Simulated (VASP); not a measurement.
Calculation: PBE GGA, VASP's PBE PAW potentials (set 64) (plane waves; VASP).

A VASP calculation is set up with these files.

### POSCAR
```
Si
2.7256610
  0.0000000000   1.0000000000   1.0000000000
  1.0000000000   0.0000000000   1.0000000000
  1.0000000000   1.0000000000   0.0000000000
Si
2
Direct
  0.2500000000   0.2500000000   0.2500000000
  0.0000000000   0.0000000000   0.0000000000
```

File KPOINTS:
```
Automatic mesh
0
Gamma
8 8 8
0 0 0
```

### INCAR
```
SYSTEM = Si
PREC = Accurate
ENCUT = 300
EDIFF = 1E-6
NELM = 100
ALGO = Normal
LREAL = .FALSE.
LASPH = .TRUE.
ISMEAR = -1
SIGMA = 0.02
GGA = PE
LWAVE = .FALSE.
LCHARG = .FALSE.
ISIF = 2
```

POTCAR, in this order: Si (PBE.64 set). Program: vasp_std.

What VASP printed:

### OUTCAR
```
 ion  position               nearest neighbor table
   1  0.250  0.250  0.250-   2 2.36   2 2.36   2 2.36   2 2.36
   2  0.000  0.000  0.000-   1 2.36   1 2.36   1 2.36   1 2.36
  LATTYP: Found a face centered cubic cell.
 ALAT       =     5.4513220000
 Subroutine PRICEL returns:
 Original cell was already a primitive cell.
 Subroutine GETGRP returns: Found 48 space group operations
The static configuration has the point symmetry T_d .
 The point group associated with its full space group is O_h .
The dynamic configuration has the point symmetry T_d .
 Subroutine INISYM returns: Found 48 space group operations
 Subroutine IBZKPT returns following result:
 Found     29 irreducible k-points:

 Following reciprocal coordinates:
            Coordinates               Weight
  0.000000  0.000000  0.000000      1.000000
  0.125000  0.000000  0.000000      8.000000
  0.250000  0.000000  0.000000      8.000000
  0.375000  0.000000  0.000000      8.000000
  0.500000  0.000000  0.000000      4.000000
  0.125000  0.125000  0.000000      6.000000
  0.250000  0.125000  0.000000     24.000000
  0.375000  0.125000  0.000000     24.000000
  0.500000  0.125000  0.000000     24.000000
 -0.375000  0.125000  0.000000     24.000000
 -0.250000  0.125000  0.000000     24.000000
 -0.125000  0.125000  0.000000     12.000000
  0.250000  0.250000  0.000000      6.000000
  0.375000  0.250000  0.000000     24.000000
  0.500000  0.250000  0.000000     24.000000
 -0.375000  0.250000  0.000000     24.000000
 -0.250000  0.250000  0.000000     12.000000
  0.375000  0.375000  0.000000      6.000000
  0.500000  0.375000  0.000000     24.000000
 -0.375000  0.375000  0.000000     12.000000
  0.500000  0.500000  0.000000      3.000000
  0.375000  0.250000  0.125000     24.000000
  0.500000  0.250000  0.125000     48.000000
 -0.375000  0.250000  0.125000     24.000000
  0.500000  0.375000  0.125000     24.000000
 -0.375000  0.375000  0.125000     48.000000
 -0.250000  0.375000  0.125000     24.000000
 -0.375000  0.500000  0.125000     12.000000
 -0.250000  0.500000  0.250000      6.000000
   k-points           NKPTS =     29   k-points in BZ     NKDIM =     29   number of bands    NBANDS=      8
   number of dos      NEDOS =    301   number of ions     NIONS =      2
   total plane-waves  NPLWV =  13824
   dimension x,y,z NGX =    24 NGY =   24 NGZ =   24
   dimension x,y,z NGXF=    48 NGYF=   48 NGZF=   48
   ions per type =               2
   PREC   = accura    normal or accurate (medium, high low for compatibility)
   ISTART =      0    job   : 0-new  1-cont  2-samecut
   ICHARG =      2    charge: 1-file 2-atom 10-const
   ISPIN  =      1    spin polarized calculation?
   LNONCOLLINEAR =      F non collinear calculations
   LSORBIT =      F    spin-orbit coupling
   INIWAV =      1    electr: 0-lowe 1-rand  2-diag
   ENCUT  =  300.0 eV  22.05 Ry    4.70 a.u.   5.44  5.44  5.44*2*pi/ulx,y,z
   NELM   =    100;   NELMIN=  2; NELMDL= -5     # of ELM steps
   EDIFF  = 0.1E-05   stopping-criterion for ELM
   LREAL  =      F    real-space projection
   NLSPLINE    = F    spline interpolate recip. space projectors
   LMAXMIX     =    2 max onsite mixed and CHGCAR
   VOSKOWN=      0    Vosko Wilk Nusair interpolation
   EDIFFG = 0.1E-04   stopping-criterion for IOM
   NSW    =      0    number of steps for IOM
   NBLOCK =      1;   KBLOCK =      1    inner block; outer block
   IBRION =     -1    ionic relax: 0-MD 1-quasi-New 2-CG
   NFREE  =      0    steps in history (QN), initial steepest desc. (CG)
   ISIF   =      2    stress and relaxation
   ISYM   =      2    0-nonsym 1-usesym 2-fastsym
   TEIN   =    0.0    initial temperature
   TEBEG  =    0.0;   TEEND  =   0.0 temperature during run
...
```

### OSZICAR
```
       N       E                     dE             d eps       ncg     rms          rms(c)
DAV:   1     0.181961636421E+01    0.18196E+01   -0.24175E+03   472   0.500E+02
DAV:   2    -0.108695446504E+02   -0.12689E+02   -0.12339E+02   736   0.656E+01
DAV:   3    -0.110121461684E+02   -0.14260E+00   -0.14260E+00   584   0.869E+00
DAV:   4    -0.110127726329E+02   -0.62646E-03   -0.62646E-03   776   0.606E-01
DAV:   5    -0.110127728655E+02   -0.23261E-06   -0.23247E-06   576   0.104E-02    0.493E+00
DAV:   6    -0.108927306821E+02    0.12004E+00   -0.78532E-02   552   0.146E+00    0.302E+00
DAV:   7    -0.108375431317E+02    0.55188E-01   -0.15031E-01   576   0.215E+00    0.185E-01
DAV:   8    -0.108386173240E+02   -0.10742E-02   -0.38315E-03   520   0.460E-01    0.740E-02
DAV:   9    -0.108388112451E+02   -0.19392E-03   -0.18810E-04   656   0.105E-01    0.564E-02
DAV:  10    -0.108388379495E+02   -0.26704E-04   -0.31854E-05   528   0.417E-02    0.975E-03
DAV:  11    -0.108388376182E+02    0.33129E-06   -0.55857E-07   672   0.521E-03
   1 F= -.10838838E+02 E0= -.10838838E+02  d E =-.133861E-08
```

OUTCAR:
```
------------------------ aborting loop because EDIFF is reached ----------------------------------------
  FORCE on cell =-STRESS in cart. coord.  units (eV):
  Direction    XX          YY          ZZ          XY          YZ          ZX
  --------------------------------------------------------------------------------------
  Total        0.1932898      0.1932898      0.1932898     -0.0000000     -0.0000000      0.0000000
  in kB        7.6466974      7.6466974      7.6466974     -0.0000000     -0.0000000      0.0000000
  external PRESSURE =       7.6466974 kB  Pullay stress =       0.0000000 kB
  volume of cell :       40.50
      direct lattice vectors                 reciprocal lattice vectors
     0.000000000  2.725661000  2.725661000    -0.183441741  0.183441741  0.183441741
     2.725661000  0.000000000  2.725661000     0.183441741 -0.183441741  0.183441741
     2.725661000  2.725661000  0.000000000     0.183441741  0.183441741 -0.183441741
 POSITION                                       TOTAL-FORCE (eV/Angst)
 -----------------------------------------------------------------------------------
      1.36283      1.36283      1.36283        -0.000000      0.000000     -0.000000
      0.00000      0.00000      0.00000         0.000000     -0.000000      0.000000
 -----------------------------------------------------------------------------------
    total drift:                               -0.000000      0.000000      0.000000
  FREE ENERGIE OF THE ION-ELECTRON SYSTEM (eV)
  ---------------------------------------------------
  free  energy   TOTEN  =       -10.8388376182 eV

  energy  without entropy=      -10.8388376168  energy(sigma->0) =      -10.83883762
```
(Selected blocks of OUTCAR.)

The structure comes from a computed database's Si entry; how it stands against other phases isn't given here. The cell was not relaxed at this level.
